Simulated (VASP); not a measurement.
Data:

```xyz
2
Lattice="0.0000 1.9996 1.9996 1.9996 0.0000 1.9996 1.9996 1.9996 0.0000" Properties=species:S:1:pos:R:3 pbc="T T T"
Li     0.0000     0.0000     0.0000
H      1.9996     1.9996     1.9996
```

Computed with AM05 GGA, VASP's PBE PAW potentials (set 64) (plane waves; VASP 6.6.1). Numerical set-up: 520 eV cut-off, 13×13×13 Γ-centred mesh, tetrahedra with Blöchl corrections, potentials Li_sv H.

Problem. Predict the energy per atom (σ→0).

Solution. 
The energy per atom (σ→0) is -2.986 eV/atom.

Total energies compare only between runs with the same potentials, cut-off and functional.

The compound is LiH in the rock salt structure. It was relaxed first, which changed the volume by -6 %.
